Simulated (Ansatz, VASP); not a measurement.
# ZrSi3 in two plane-wave programs

One calculation is typed for both programs; each brings its own data sets. How far apart do they land? The cell is generated by rule, not measured, and may not be a known phase. The cell is taken from a series of runs on this material, whose earlier steps may have relaxed, scaled, displaced or heated it; both programs get it as it stands.

Calculated with Ansatz 0.2.0; plane waves, with VASP 6.6.1 beside it; relaxation of cell and atoms at LDA and zone-centre phonons at LDA.

The structure was built from a prototype and need not be the compound's stable phase.

## (1) Starting point

Symmetry: Pm-3m, No. 221, cubic system. Conventional cell: a = 3.934 Å, b = 3.934 Å, c = 3.934 Å, α = 90.00°, β = 90.00°, γ = 90.00°. Zr has 12 Si at 2.78 Å nearest. Si has 8 Si at 2.78 Å and 4 Zr at 2.78 Å nearest. Farther neighbours are not listed.

Structure file:

```xyz
4
Lattice="3.9344 0.0000 0.0000 0.0000 3.9344 0.0000 0.0000 0.0000 3.9344" Properties=species:S:1:pos:R:3 pbc="T T T"
Zr    0.0000    0.0000    0.0000
Si    0.0000    1.9672    1.9672
Si    1.9672    0.0000    1.9672
Si    1.9672    1.9672    0.0000
```

## (2) VASP: relaxation of cell and atoms, LDA

The relaxed volume is the usual yardstick between codes: in a stiff, nearly cubic crystal its relative difference is about their pressure difference at one cell divided by the bulk modulus.

Lines of VASP's logs that name or quote its potential files are left out, and so is its time.

INCAR reads:

```
SYSTEM = ZrSi3
PREC = Accurate
ENCUT = 500
EDIFF = 1E-07
NELM = 120
ISMEAR = 0
SIGMA = 0.1
LREAL = .FALSE.
ALGO = Normal
GGA = CA
NBANDS = 18
LASPH = .TRUE.
LORBIT = 11
LWAVE = .FALSE.
LCHARG = .FALSE.
ISIF = 3
IBRION = 2
NSW = 80
EDIFFG = -0.005
GGA_COMPAT = .FALSE.
NELMIN = 4
KPAR = 2
```

POSCAR reads:

```
ZrSi3
1.0
    3.9344090000      0.0000000000      0.0000000000
    0.0000000000      3.9344090000      0.0000000000
    0.0000000000      0.0000000000      3.9344090000
Zr Si
1 3
Direct
    0.0000000000      0.0000000000      0.0000000000
    0.0000000000      0.4999998729      0.4999998729
    0.4999998729      0.0000000000      0.4999998729
    0.4999998729      0.4999998729      0.0000000000
```

KPOINTS reads:

```
Automatic mesh
0
Gamma
8 8 8
0 0 0
```

The projector-augmented-wave data sets are Zr_sv and Si (LDA family, release 64).

Started as:

```
$ mpirun -np 2 vasp_std
```

Numbers of over 12 decimals in the logs are rounded to 6 here.

Output:

```text
[banner, memory and clock lines left out]
running    2 mpi-ranks, on    1 nodes
 distrk:  each k-point on    1 cores,    2 groups
 distr:  one band on    1 cores,    1 groups

 POSCAR found type information on POSCAR ZrSi
 POSCAR found :  2 types and       4 ions
 LDA part: xc-table for (Slater(with rela. corr.)+CA(PZ))
 , standard interpolation
 POSCAR, INCAR and KPOINTS ok, starting setup
 FFT: planning ... GRIDC
 FFT: planning ... GRID_SOFT
 FFT: planning ... GRID
 WAVECAR not read
 entering main loop
       N       E                     dE             d eps       ncg     rms          rms(c)
DAV:   1     0.112797624346E+03    0.11280E+03   -0.11538E+04  1260   0.120E+03
DAV:   2    -0.226382221944E+02   -0.13544E+03   -0.13281E+03  1532   0.269E+02
DAV:   3    -0.288736987892E+02   -0.62355E+01   -0.61270E+01  2112   0.469E+01
DAV:   4    -0.290410193834E+02   -0.16732E+00   -0.16711E+00  1646   0.667E+00
DAV:   5    -0.290446200289E+02   -0.36006E-02   -0.36002E-02  1866   0.914E-01    0.187E+01
DAV:   6    -0.281830786645E+02    0.86154E+00   -0.32213E+00  1484   0.103E+01    0.787E+00
DAV:   7    -0.281213823992E+02    0.61696E-01   -0.20751E-01  1624   0.262E+00    0.318E+00
DAV:   8    -0.281100356944E+02    0.11347E-01   -0.32181E-02  1664   0.963E-01    0.341E-01
DAV:   9    -0.281096920597E+02    0.34363E-03   -0.27133E-03  1574   0.389E-01    0.107E-01
DAV:  10    -0.281097017514E+02   -0.96918E-05   -0.17700E-04  1764   0.102E-01    0.496E-02
DAV:  11    -0.281096962623E+02    0.54892E-05   -0.21150E-05  1544   0.386E-02    0.592E-03
DAV:  12    -0.281096959377E+02    0.32453E-06   -0.19811E-06  1568   0.115E-02    0.773E-04
DAV:  13    -0.281096959407E+02   -0.29702E-08   -0.48228E-08   822   0.167E-03
   1 F= -.28109696E+02 E0= -.28104804E+02  d E =-.281097E+02
 curvature:   0.00 expect dE= 0.000E+00 dE for cont linesearch  0.000E+00
 trial: gam= 0.00000 g(F)=  0.000E+00 g(S)=  0.828E-03 ort = 0.000E+00 (trialstep = 0.100E+01)
 search vector abs. value=  0.828E-03
 bond charge predicted
       N       E                     dE             d eps       ncg     rms          rms(c)
DAV:   1    -0.281133242434E+02   -0.36283E-02   -0.10669E-01  1422   0.283E+00    0.684E-01
DAV:   2    -0.281101804999E+02    0.31437E-02   -0.14598E-02  1400   0.101E+00    0.178E-01
DAV:   3    -0.281097562839E+02    0.42422E-03   -0.15015E-03  1800   0.265E-01    0.548E-02
DAV:   4    -0.281097623173E+02   -0.60335E-05   -0.29963E-04  1904   0.852E-02    0.439E-02
DAV:   5    -0.281097974278E+02   -0.35110E-04   -0.73634E-05  2084   0.451E-02    0.190E-02
DAV:   6    -0.281098022868E+02   -0.48590E-05   -0.16268E-05  1646   0.256E-02    0.807E-03
DAV:   7    -0.281098020174E+02    0.26940E-06   -0.31093E-06  1840   0.121E-02    0.267E-03
DAV:   8    -0.281098020538E+02   -0.36403E-07   -0.10979E-07  1026   0.265E-03
   2 F= -.28109802E+02 E0= -.28104857E+02  d E =-.106113E-03
 trial-energy change:   -0.000106  1 .order   -0.000105   -0.000828    0.000617
 step:   0.5729(harm=  0.5729)  dis= 0.00000  next Energy=   -28.109933 (dE=-0.237E-03)
 bond charge predicted
       N       E                     dE             d eps       ncg     rms          rms(c)
DAV:   1    -0.281105735002E+02   -0.77148E-03   -0.19402E-02  1428   0.121E+00    0.292E-01
DAV:   2    -0.281100048870E+02    0.56861E-03   -0.27513E-03  1420   0.435E-01    0.755E-02
DAV:   3    -0.281099259034E+02    0.78984E-04   -0.26461E-04  1802   0.110E-01    0.228E-02
DAV:   4    -0.281099262771E+02   -0.37368E-06   -0.56807E-05  1908   0.374E-02    0.189E-02
DAV:   5    -0.281099326207E+02   -0.63436E-05   -0.12311E-05  2080   0.184E-02    0.787E-03
DAV:   6    -0.281099335860E+02   -0.96529E-06   -0.30938E-06  1780   0.106E-02    0.335E-03
DAV:   7    -0.281099335379E+02    0.48109E-07   -0.45483E-07  1388   0.480E-03
   3 F= -.28109934E+02 E0= -.28105012E+02  d E =-.237597E-03
 curvature:  -0.29 expect dE=-0.913E-09 dE for cont linesearch -0.913E-09
 trial: gam=-0.00196 g(F)=  0.176E-48 g(S)=  0.319E-08 ort = 0.162E-05 (trialstep = 0.915E+00)
 search vector abs. value=  0.100E-09
 reached required accuracy - stopping structural energy minimisation
```

Parts of OUTCAR (step 2):

```text
ion  position               nearest neighbor table
   1  0.000  0.000  0.000-   2 2.78   3 2.78   4 2.78   2 2.78   3 2.78   2 2.78   4 2.78   3 2.78
                             4 2.78   2 2.78   3 2.78   4 2.78
   2  0.000  0.500  0.500-   1 2.78   3 2.78   4 2.78   4 2.78   1 2.78   3 2.78   1 2.78   3 2.78
                             4 2.78   4 2.78   1 2.78   3 2.78
   3  0.500  0.000  0.500-   1 2.78   2 2.78   4 2.78   4 2.78   1 2.78   2 2.78   1 2.78   2 2.78
                             4 2.78   4 2.78   2 2.78   1 2.78
   4  0.500  0.500  0.000-   1 2.78   2 2.78   3 2.78   3 2.78   1 2.78   2 2.78   1 2.78   2 2.78
                             3 2.78   3 2.78   1 2.78   2 2.78

  LATTYP: Found a simple cubic cell.
 ALAT       =     3.9344090000

 Subroutine GETGRP returns: Found 48 space group operations
 (whereof 48 operations were pure point group operations)

The static configuration has the point symmetry O_h .

 Found     35 irreducible k-points:

   k-points           NKPTS =     35   k-points in BZ     NKDIM =     35   number of bands    NBANDS=     18

   dimension x,y,z NGX =    30 NGY =   30 NGZ =   30
   dimension x,y,z NGXF=    60 NGYF=   60 NGZF=   60

   ENCUT  =  500.0 eV  36.75 Ry    6.06 a.u.   7.17  7.17  7.17*2*pi/ulx,y,z

   NELECT =      24.0000    total number of electrons

 k-points in reciprocal lattice and weights: Automatic mesh
   0.00000000  0.00000000  0.00000000       0.002
   0.12500000  0.00000000  0.00000000       0.012
   0.25000000  0.00000000  0.00000000       0.012
   0.37500000  0.00000000  0.00000000       0.012
   0.50000000  0.00000000  0.00000000       0.006
   0.12500000  0.12500000  0.00000000       0.023
   0.25000000  0.12500000  0.00000000       0.047
   0.37500000  0.12500000  0.00000000       0.047
   0.50000000  0.12500000  0.00000000       0.023
[...]
0.50000000  0.50000000  0.37500000       0.012
   0.50000000  0.50000000  0.50000000       0.002

 average (electrostatic) potential at core
       1 -72.5560       2 -80.3512       3 -80.3512       4 -80.3512

 E-fermi :  11.1699

 k-point     1 :       0.0000    0.0000    0.0000
  band No.  band energies     occupation
    ...
      9       7.0648      2.00000
     10       7.0648      2.00000
     11      10.8527      1.99999
     12      10.8527      1.99999
     13      10.8527      1.99999
     14      11.6699      0.00000
     15      13.2971      0.00000
     16      13.2971      0.00000
     17      13.2971      0.00000
     18      13.7987      0.00000

 k-point     2 :       0.1250    0.0000    0.0000
  band No.  band energies     occupation
    ...
      9       7.0191      2.00000
     10       7.5469      2.00000
     11      10.5837      2.00000
     12      10.5837      2.00000
     13      10.9154      1.99968
     14      11.7037      0.00000
     15      12.2067      0.00000
     16      13.9394      0.00000
     17      13.9394      0.00000
     18      14.0244      0.00000

 k-point     3 :       0.2500    0.0000    0.0000
  band No.  band energies     occupation
    ...
     10       8.5030      2.00000
     11      10.0444      2.00000
     12      10.2780      2.00000
     13      10.2780      2.00000
     14      11.0779      1.80663
     15      13.0772      0.00000
     16      14.6746      0.00000
     17      14.7986      0.00000
     18      14.7986      0.00000

  Total       -0.0002968     -0.0002968     -0.0002968      0.0000000      0.0000000     -0.0000000
  in kB       -0.0078313     -0.0078313     -0.0078313      0.0000000      0.0000000     -0.0000000
  external PRESSURE =      -0.0078313 kB  Pullay stress =       0.0000000 kB

  energy-cutoff  :      500.00
  volume of cell :       60.71
      direct lattice vectors                 reciprocal lattice vectors
     3.930297328 -0.000000000  0.000000000     0.254433677 -0.000000000 -0.000000000
     0.000000000  3.930297328 -0.000000000     0.000000000  0.254433677  0.000000000
     0.000000000 -0.000000000  3.930297328    -0.000000000  0.000000000  0.254433677

 POSITION                                       TOTAL-FORCE (eV/Angst)
 -----------------------------------------------------------------------------------
      0.00000      0.00000      0.00000        -0.000000      0.000000      0.000000
      0.00000      1.96515      1.96515         0.000000     -0.000000      0.000000
      1.96515     -0.00000      1.96515         0.000000     -0.000000      0.000000
      1.96515      1.96515      0.00000        -0.000000      0.000000      0.000000
 -----------------------------------------------------------------------------------
    total drift:                               -0.000028     -0.000028     -0.000028

  FREE ENERGIE OF THE ION-ELECTRON SYSTEM (eV)
  ---------------------------------------------------
  free  energy   TOTEN  =       -28.1099335379 eV

  energy  without entropy=      -28.1000902706  energy(sigma->0) =      -28.10501190

 reached required accuracy - stopping structural energy minimisation

 total charge
# of ion       s       p       d       tot
------------------------------------------
    1        2.165   5.980   1.866  10.011
    2        0.810   0.818   0.000   1.628
    3        0.810   0.818   0.000   1.628
    4        0.810   0.818   0.000   1.628
--------------------------------------------------
tot          4.596   8.434   1.866  14.895

[... 3 further parts left out ...]
```

CONTCAR:

```
ZrSi3
   1.00000000000000
     3.9302973275259059   -0.0000000000000000    0.0000000000000000
     0.0000000000000000    3.9302973275259059   -0.0000000000000000
     0.0000000000000000   -0.0000000000000000    3.9302973275259059
  Zr              Si
     1     3
Direct
     0.0000000000000000    0.0000000000000000    0.0000000000000000
     0.0000000000000000    0.4999998728999984    0.4999998728999984
     0.4999998728999984    0.0000000000000000    0.4999998728999984
     0.4999998728999984    0.4999998728999984    0.0000000000000000
```

## (3) Ansatz: relaxation of cell and atoms, LDA

Ansatz runs on its default PAW (the set named soft_2) files.

The same cell, functional (in two slightly different forms), mesh and smearing now go to Ansatz, which takes its cutoff from its data sets.

input.yaml reads:

```yaml
crystal:
  lattice:
    - [3.9344087352, 0.0, 0.0]
    - [0.0, 3.9344087352, 0.0]
    - [0.0, 0.0, 3.9344087352]
  atoms:
    - { symbol: Zr, position: [0.0, 0.0, 0.0] }
    - { symbol: Si, position: [0.0, 0.5, 0.5] }
    - { symbol: Si, position: [0.5, 0.0, 0.5] }
    - { symbol: Si, position: [0.5, 0.5, 0.0] }
kpoints:
  mp_grid: { grid: [8, 8, 8] }
hamiltonian:
  xc: lda
scf:
  occupations: { method: gaussian, width: 0.1 }
output:
  forces: true
  stress: true
  eigenvalues: true
relax:
  adjacent_minimum: "off"
  f_tol: 0.003
  max_steps: 80
  cell: { stress_tol: 0.03 }
```

Started as:

```
$ ansatz run input.yaml --threads 4 --pin off --max-ram 8192MiB --backend cpu --events-out ev --progress --plain --runs-dir out
```

Output:

```text
Engine: ansatz 0.2.0, aarch64-unknown-linux-gnu
Pseudopotentials: kind: paw
Pseudopotential: Zr, paw, valence charge 12, recommended cutoff 420 eV (normal), Zr.paw.azcp
Pseudopotential: Si, paw, valence charge 4, recommended cutoff 420 eV (normal), Si.paw.azcp
Functional definition: SPW92
  exchange = slater_x
  correlation = pw_c
Crystal: 4 atoms, lattice volume = 60.903 Å³
Basis set: ecut = 420 eV, 1213 PW (Γ)
Bands: 16, of which v1, the nominal top of the filled ones, is band 12 counted from 1 (11 counted from 0)
Symmetry: 48 space group operations
Space group: Pm-3m (ITA 221), of the structure as read, at distance tolerance 3.9e-5 Å
k-points: 35 of 512
Non-local potential: Zr, projectors of the file, l = 0: 3, l = 1: 2, l = 2: 2, l = 3: 2
Non-local potential: Si, projectors of the file, l = 0: 2, l = 1: 2, l = 2: 2
PAW form: soft (Blöchl's): semilocal exchange-correlation on the pseudo side does not see the compensation charge
PAW frozen core: Zr, regenerated for the run's functional, and the local potential with it (the file was generated under x = pbe(κ = 0.804, μ = 0.219515), c = pbe(β = 0.066725))
PAW frozen core: Si, regenerated for the run's functional, and the local potential with it (the file was generated under x = pbe(κ = 0.804, μ = 0.219515), c = pbe(β = 0.066725))
PAW one-centre angular grid: Zr, 590 points (default); XC on 64 Gauss nodes
PAW one-centre angular grid: Si, 110 points (default); XC on 64 Gauss nodes
Initial density: superposition of atomic densities (neutral atoms: chi_scale 0, normalization atom), corrected by the library's trained network
Initial wavefunctions: pseudopotential atomic-orbital guess
Functional: x = slater, c = lda
SCF iter   1: F=—  HF=-5904.355880 eV  |F-HF|=—  |Δ(HF+E_count)|=         —  Δρ=6.11e-3  dr2=3.15e-2  ethr=1.77e-3  ⟨swp⟩=5.3  Hψ=3144  notcnv=0
preconditioner: auto → Kerker (q_TF=auto, 2.336 Å⁻¹)  [metal: Δε(μ)=0.059 eV  Ē_g=6.807 eV  σ=0.100 eV  W_gap=0.32  n_scr=18 (ndim 8)  ℏωp=19.0 eV  f_vac=0.000  D(μ)=2.10/eV (n_scr^D=18)]
SCF iter   2: F=—  HF=-5904.349727 eV  |F-HF|=—  |Δ(HF+E_count)|=   6.15e-3  Δρ=3.35e-3  dr2=8.17e-3  ethr=1.31e-4  ⟨swp⟩=1.0  Hψ=840  notcnv=0
SCF iter   3: F=—  HF=-5904.347332 eV  |F-HF|=—  |Δ(HF+E_count)|=   2.40e-3  Δρ=6.26e-4  dr2=3.36e-4  ethr=3.40e-5  ⟨swp⟩=2.6  Hψ=826  notcnv=0
SCF iter   4: F=—  HF=-5904.347216 eV  |F-HF|=—  |Δ(HF+E_count)|=   1.17e-4  Δρ=1.21e-4  dr2=6.79e-6  ethr=1.40e-6  ⟨swp⟩=2.1  Hψ=788  notcnv=0
SCF iter   5: F=—  HF=-5904.347215 eV  |F-HF|=—  |Δ(HF+E_count)|=   1.07e-6  Δρ=2.04e-5  dr2=1.76e-7  ethr=2.83e-8  ⟨swp⟩=2.5  Hψ=937  notcnv=0
SCF iter   6: F=-5904.347215 eV  HF=-5904.347215 eV  |F-HF|=6.30e-10  |Δ(HF+E_count)|=   5.48e-9  Δρ=2.01e-6  dr2=1.89e-9  ethr=4.17e-10  ⟨swp⟩=5.6  Hψ=2387  notcnv=0
SCF 1 converged in 6 iterations: F = -5904.347215 eV  dr2 = 1.89e-9
  greatest PAW one-centre occupation: 0.997 electrons in one spin orbital (limit 2), on the Zr atom at site 0 (counted from 0), in its partial waves of l = 0
relax step   1: F+E_penalty+E_count = -5904.34721460 eV  Δ(F+E_penalty+E_count) = +0.000e0 eV  max|allowed force component| = 9.458e-30 eV/Å  Δτ_max = 0.0000 Å  P = -0.561 GPa  Ω = 60.903 Å³  (6 SCF iters, dr2 threshold 1.00e-7 eV, accepted)
[...]
relax step   2: F+E_penalty+E_count = -5904.34774079 eV  Δ(F+E_penalty+E_count) = -5.262e-4 eV  max|allowed force component| = 5.382e-31 eV/Å  Δτ_max = 0.0000 Å  P = +0.235 GPa  Ω = 60.523 Å³  energy of the carried Pulay correction = +1.336e-4 eV  (4 SCF iters, dr2 threshold 4.00e-7 eV, accepted)
[...]
relax step   3: F+E_penalty+E_count = -5904.34778245 eV  Δ(F+E_penalty+E_count) = -4.167e-5 eV  max|allowed force component| = 1.514e-30 eV/Å  Δτ_max = 0.0000 Å  P = -0.001 GPa  Ω = 60.634 Å³  energy of the carried Pulay correction = +9.432e-5 eV  (3 SCF iters, dr2 threshold 1.38e-7 eV, accepted)
[...]
relax step   4: F+E_penalty+E_count = -5904.34770821 eV  Δ(F+E_penalty+E_count) = +7.424e-5 eV  max|allowed force component| = 6.235e-31 eV/Å  Δτ_max = 0.0000 Å  P = -0.004 GPa  Ω = 60.634 Å³  stress off target by 3.80e-3 GPa  SCF on the basis re-selected at this cell (its energy is not comparable with the rows above)  (5 SCF iters)
basis re-selected at this cell: Δ(F+E_penalty+E_count) = +7.424e-5 eV, ΔP = -0.002 GPa vs the last step (what re-selecting the basis moved, of the pressure what is left beyond the Pulay correction that the steps carried, after the strain that the cell walked since its last selection, with what the two solves' SCF thresholds leave and, on support functions, any second-order correction that the steps lacked; it is no m [...]
SCF converged after 5 iterations
Free energy (F): -5904.347708 eV
Harris-Foulkes:  -5904.347708 eV  (|F-HF|=2.73e-12)
Internal energy: -5904.337892 eV  (E = F + TS)
E sigma→0 (E₀):  -5904.342800 eV
Entropy (-TS):   -0.009817 eV (-2.454 meV/atom)
Fermi energy:    13.350032 eV
--- Per-component energies (eV) ---
  E_band       = -26.369345
  E_kinetic    = 464.364925
  E_local      = -751.282972  (includes V_loc(G=0)·N_el)
  E_nonlocal   = 163.895008
  E_hartree    = 263.773468
  E_xc         = -330.831003
  E_vxc        = -339.689577  (∫ρ·V_xc dr)
  E_paw        = -4306.573088  (= ΣΔE_a)
  E_vpaw       = -91.203744  (= ΣTr[D̂ρ^β])
  E_aug_tail   = 0.000041  (compensation charges beyond the density's cutoff)
  E_ewald      = -1408.307664
  E_core_change = 0.623393  (= ΣΔE_core)
  E_smearing   = -0.009817  (= −TS)
  E_closure    = -0.000000  (closes the sum)
  Σ components = -5904.347708   (vs F -5904.347708, Δ=0.00e0)
--- Forces (eV/Å), atoms counted from 1 ---
  atom   1  Zr     0.00000000    -0.00000000    -0.00000000
  atom   2  Si    -0.00000000     0.00000000    -0.00000000
  atom   3  Si     0.00000000     0.00000000    -0.00000000
  atom   4  Si    -0.00000000    -0.00000000     0.00000000
  max |Σ_I F_I| component: 4.37e-31 eV/Å
--- Stress (GPa, compression-positive) ---
       -0.003802       0.000000      -0.000000
        0.000000      -0.003802       0.000000
       -0.000000       0.000000      -0.003802
  P = ⅓ Tr σ = -0.0038 GPa (-0.038 kbar)
--- Band table (eV; the first three rows and the last of 35) ---
  k-point 0: bands = [... 8 lower, 9.2431, 9.2431, 13.0344, 13.0344, 13.0344, 13.8434, 15.4794, 15.4794]
  k-point 1: bands = [... 8 lower, 9.1975, 9.7240, 12.7647, 12.7647, 13.0970, 13.8828, 14.3817, 16.1227]
  k-point 2: bands = [... 8 lower, 9.0701, 10.6796, 12.2208, 12.4582, 12.4582, 13.2595, 15.2560, 16.8541]
  k-point 34: bands = [... 8 lower, 8.5851, 8.5851, 8.5851, 13.9146, 15.0831, 15.0831, 16.9458, 16.9458]
--- Relaxed structure (3 steps of the walk, 3 accepted, 1 SCFs on fresh bases) ---
  F+E_penalty+E_count = -5904.34770821 eV   max|allowed force component| = 6.235e-31 eV/Å   (the final SCF, on the basis selected at the relaxed cell)
  cell:  # Å, volume = 60.6343 Å³
    - [3.928616, 0, 0]
    - [0, 3.928616, 0]
    - [0, 0, 3.928616]
  atoms:
    - { symbol: Zr, position: [0, 0, 0] }
    - { symbol: Si, position: [0, 0.500000, 0.500000] }
    - { symbol: Si, position: [0.500000, 0, 0.500000] }
    - { symbol: Si, position: [0.500000, 0.500000, 0] }
```

## (4) Differences

Known differences besides the potentials themselves: the two LDA forms differ slightly; the cutoff is 420 eV in Ansatz and 500 eV in VASP; VASP's log shows a relativistic correction to its local exchange, Ansatz's none; Ansatz adds a Pulay correction to the stress that steers its cell, VASP none. Total energies have different zeros and are not compared.

Both answers:

| quantity | Ansatz | VASP | difference |
| --- | --- | --- | --- |
| volume (Å³) | 60.63 | 60.71 | -0.13 % |
| edge a after relaxation, in the typed setting (Å) | 3.929 | 3.930 | -0.04 % |

[end of part 1 of 2]

[Lines on the potential files, build, host, timing and source positions are cut from VASP's logs without a mark.]

[Logs are printed without paths, hosts, clocks, repeated set-up lines and the standing remarks that a program may print on its own settings, such as how far it seeks lower states.]

[Hosts, paths, dates, database ids (printed as entryN), source tags and the programs' standing remarks are cut or masked in the printed files.]
